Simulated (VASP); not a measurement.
A convergence study with VASP on InAs (zinc blende): one setting is varied, all else stays as given below, so the limit is that of these other settings.

```yaml
crystal:
  lattice:
    - [0.00000, 3.03000, 3.03000]
    - [3.03000, 0.00000, 3.03000]
    - [3.03000, 3.03000, 0.00000]
  atoms:
    - { symbol: In, position: [0.00000, 0.00000, 0.00000] }
    - { symbol: As, position: [0.25000, 0.25000, 0.25000] }
```

Calculation: PBE GGA, VASP's PBE PAW potentials (set 64) (plane waves; VASP). The tightest run used: 550 eV cut-off, 13×13×13 Monkhorst-Pack mesh, Gaussian smearing of 0.050 eV, potentials In_d As.

| setting | E (eV/atom) | pressure (GPa) | irreducible k-points |
|---|---|---|---|
| 1×1×1 mesh | 3.4221 | 67.88 | 1 |
| 2×2×2 mesh | -3.7772 | 3.78 | 2 |
| 3×3×3 mesh | -3.6123 | 5.38 | 4 |
| 4×4×4 mesh | -3.8392 | 3.54 | 10 |
| 5×5×5 mesh | -3.8166 | 3.76 | 10 |

Q: These are the cheaper rows. Estimate the results at 13×13×13 mesh, and how far the last row shown lies from them.

A: 
```
quantity        tightest run  last row shown is off by
--------------  ------------  ------------------------
E (eV/atom)          -3.8407                    0.0241
pressure (GPa)          3.55                      0.21
```

Left out are rungs that failed or repeat a setting and relaxations that didn't move; long series are thinned to 24 rows.

The compound is InAs in the zinc blende structure. The cell was not relaxed at this level.
